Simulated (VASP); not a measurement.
# AgCl: cell size against the level of theory, part 3 of 3

Aim: relax AgCl with several functionals and dispersion schemes, and compare the cells. LASPH is on for some levels and off for others; the table marks which. The start is a computed cell from the Materials Project.

VASP 6.6.1, plane waves and PAW; the level of theory is named at each step.

So far. Step 6 (Relaxation with r2SCAN + rVV10): It ends at 20.79 Å³/atom, -2.5 % from the start, with 0.04 GPa left. The conventional cell has a = 5.500 Å. Against plain r2SCAN, the dispersion term moves a by -0.8 %. Step 7 (Relaxation with PBE + TS): It ends at 21.32 Å³/atom, under 0.05 % from the start, with 0.06 GPa left. The conventional cell has a = 5.545 Å. Against plain PBE, the dispersion term moves a by -1.1 %.

### 8. Relaxation with vdW-DF-cx (continued)

Level of this step: vdW-DF-cx; plane waves and PAW (Ag, Cl) (VASP).

Numbers of over 12 decimals in the logs are rounded to 6 here.

Parts of OUTCAR (step 8):

```text
  Total       -0.0107423     -0.0107423     -0.0107423      0.0000000      0.0000000      0.0000000
  in kB       -0.4200774     -0.4200774     -0.4200774      0.0000000      0.0000000      0.0000000
  external PRESSURE =      -0.4200774 kB  Pullay stress =       0.0000000 kB

 POSITION                                       TOTAL-FORCE (eV/Angst)
 -----------------------------------------------------------------------------------
      0.00000      0.00000      0.00000         0.000000      0.000000      0.000000
      2.73621      2.73621      2.73621        -0.000000      0.000000     -0.000000
 -----------------------------------------------------------------------------------
    total drift:                               -0.000000      0.000000      0.000000

  FREE ENERGIE OF THE ION-ELECTRON SYSTEM (eV)
  ---------------------------------------------------
  free  energy   TOTEN  =        -0.7884013000 eV

  energy  without entropy=       -0.7883966789  energy(sigma->0) =       -0.78839899

[... 2 parts as in an earlier step ...]

[... 2 further parts left out ...]
[key lines of the parts left out:]
E-fermi :   4.6974
```

It ends at 20.49 Å³/atom, -3.9 % from the start, with -0.04 GPa left. The conventional cell has a = 5.472 Å.

### 9. Relaxation with SCAN

This step: SCAN; plane waves and PAW (Ag, Cl) (VASP 6.6.1).

SCAN adds the kinetic-energy density; it is numerically more delicate than r2SCAN.

Input file INCAR:

```
SYSTEM = AgCl
PREC = Accurate
ENCUT = 520
EDIFF = 1E-06
NELM = 100
ISMEAR = -1
SIGMA = 0.05
LREAL = .FALSE.
ALGO = Normal
METAGGA = SCAN
LASPH = .TRUE.
NBANDS = 15
LORBIT = 11
LWAVE = .FALSE.
LCHARG = .FALSE.
KPAR = 2
IBRION = 2
NSW = 60
ISIF = 3
EDIFFG = -0.01
```

Input file POSCAR:

```
AgCl
1.0
    0.0000000000      2.7726629968      2.7726629968
    2.7726629968      0.0000000000      2.7726629968
    2.7726629968      2.7726629968      0.0000000000
Ag Cl
1 1
Direct
    0.0000000000      0.0000000000      0.0000000000
    0.5000000000      0.5000000000      0.5000000000
```

Input file KPOINTS:

```
Automatic mesh
0
Gamma
7 7 7
0 0 0
```

The projector-augmented-wave data sets are Ag and Cl (PBE family, release 64).

On the command line:

```bash
> mpirun -np 2 vasp_std
```

Output:

```text
[... set-up lines as in an earlier step ...]
 entering main loop
       N       E                     dE             d eps       ncg     rms          rms(c)
DAV:   1     0.696963797335E+02    0.69696E+02   -0.89158E+03   608   0.111E+03
DAV:   2    -0.415356133087E+02   -0.11123E+03   -0.10107E+03   726   0.235E+02
DAV:   3    -0.457528205025E+02   -0.42172E+01   -0.42064E+01   733   0.505E+01
DAV:   4    -0.457816155860E+02   -0.28795E-01   -0.28793E-01   768   0.449E+00
[...]
DAV:  13    -0.404299125519E+02   -0.13526E-03   -0.10353E-04   726   0.138E-01    0.190E-02
DAV:  14    -0.404298839211E+02    0.28631E-04   -0.81424E-06   761   0.456E-02    0.436E-03
DAV:  15    -0.404298837314E+02    0.18963E-06   -0.61348E-07   419   0.851E-03
   1 F= -.40429884E+02 E0= -.40429884E+02  d E =-.404299E+02
[...]
N       E                     dE             d eps       ncg     rms          rms(c)
DAV:   1    -0.404670256434E+02   -0.37142E-01   -0.62413E-01   600   0.808E+00    0.133E+00
DAV:   2    -0.404302890819E+02    0.36737E-01   -0.88433E-02   600   0.339E+00    0.389E-01
DAV:   3    -0.404291806496E+02    0.11084E-02   -0.55307E-03   726   0.631E-01    0.294E-01
DAV:   4    -0.404303081410E+02   -0.11275E-02   -0.37765E-04   733   0.198E-01    0.577E-02
[...]
DAV:   8    -0.404305733081E+02    0.13788E-04   -0.66591E-08   349   0.234E-03    0.649E-04
DAV:   9    -0.404305764712E+02   -0.31631E-05   -0.12103E-08   342   0.915E-04    0.279E-04
DAV:  10    -0.404305758368E+02    0.63437E-06   -0.26898E-09   349   0.457E-04
   2 F= -.40430576E+02 E0= -.40430576E+02  d E =-.692105E-03
 trial-energy change:   -0.000692  1 .order   -0.001333   -0.002719    0.000052
 step:   0.6780(harm=  0.9812)  dis= 0.00000  next Energy=   -40.430606 (dE=-0.722E-03)
 reached required accuracy - stopping structural energy minimisation
```

Wall time 74 s (2 MPI ranks of AMD EPYC 7R43, shared host); peak memory 0.3 GiB; 2.4 min of CPU time.

OUTCAR, selected parts (step 9):

```text
  Total        0.0037209      0.0037209      0.0037209      0.0000000      0.0000000      0.0000000
  in kB        0.1418234      0.1418234      0.1418234      0.0000000      0.0000000      0.0000000
  external PRESSURE =       0.1418234 kB  Pullay stress =       0.0000000 kB

 POSITION                                       TOTAL-FORCE (eV/Angst)
 -----------------------------------------------------------------------------------
      5.51940      2.75970      2.75970        -0.000000     -0.000000     -0.000000
      2.75970      2.75970      2.75970         0.000000      0.000000      0.000000
 -----------------------------------------------------------------------------------
    total drift:                                0.000000      0.000000      0.000000

  FREE ENERGIE OF THE ION-ELECTRON SYSTEM (eV)
  ---------------------------------------------------
  free  energy   TOTEN  =       -40.4305758368 eV

  energy  without entropy=      -40.4305757980  energy(sigma->0) =      -40.43057582

[... 2 parts as in an earlier step ...]

[... 2 further parts left out ...]
[key lines of the parts left out:]
E-fermi :   4.4113
```

It ends at 21.02 Å³/atom, -1.4 % from the start, with 0.01 GPa left. The conventional cell has a = 5.519 Å.

### 10. The cells as a table

This step: relaxed cells at several levels; plane waves and PAW (VASP 6.6.1).

Derived from the runs above.

Lengths are those of the conventional cell; cost is the wall time of each run, as given at its step, times its ranks, without the set-up around it; LASPH differs between rows, which moves results and costs too. Results by level, by row:

| level | volume (Å³/atom) | change from the start (%) | a (Å) | cost (core minutes) | LASPH |
| --- | --- | --- | --- | --- | --- |
| LDA | 19.23 | -9.8 | 5.358 | 0.52 | off |
| PBE | 22.03 | 3.3 | 5.606 | 0.493 | off |
| r2SCAN | 21.27 | -0.2 | 5.542 | 1.8 | on |
| PBE + D3(BJ) | 20.89 | -2 | 5.508 | 0.373 | off |
| r2SCAN + rVV10 | 20.79 | -2.5 | 5.5 | 3.27 | on |
| PBE + TS | 21.32 | 0 | 5.545 | 0.48 | off |
| vdW-DF-cx | 20.49 | -3.9 | 5.472 | 2.5 | on |
| SCAN | 21.02 | -1.4 | 5.519 | 2.47 | on |

### 11. What came out

| Quantity | Value |
| --- | --- |
| volume, LDA | 19.23 Å³/atom |
| volume, PBE | 22.03 Å³/atom |
| volume, r2SCAN | 21.27 Å³/atom |
| volume, PBE + D3(BJ) | 20.89 Å³/atom |
| volume, r2SCAN + rVV10 | 20.79 Å³/atom |
| volume, PBE + TS | 21.32 Å³/atom |
| volume, vdW-DF-cx | 20.49 Å³/atom |
| volume, SCAN | 21.02 Å³/atom |

For AgCl the levels give volumes between 19.23 Å³/atom (LDA) and 22.03 Å³/atom (PBE), a spread of 14.6 %, while the cost of the finished runs spans a factor of 8.8. The costs hold the number of ionic steps as well as the price of the functional. Adding D3(BJ) to PBE changes the volume by -5.2 % (a by -1.7 %). Adding rVV10 to r2SCAN changes the volume by -2.3 % (a by -0.8 %). Adding TS to PBE changes the volume by -3.2 % (a by -1.1 %). Within 0.02 Å all end in space group Fm-3m; the runs can't lower the symmetry of the start. LASPH is on for some levels and off for others, so differences between them are not the functional's alone. Each is a single relaxation on the plane waves of the start cell, so larger changes of volume carry a basis-set error that was not tested here. Zero-point and thermal expansion are not included.

[Lines on the potential files, build, host, timing and source positions are cut from VASP's logs without a mark.]

[Logs are printed without paths, hosts, clocks, repeated set-up lines and the standing remarks that a program may print on its own settings, such as how far it seeks lower states.]

[Hosts, paths, dates, database ids (printed as entryN), source tags and the programs' standing remarks are cut or masked in the printed files.]

[A measured line is paired with the nearest computed mode of its activity, which favours agreement.]
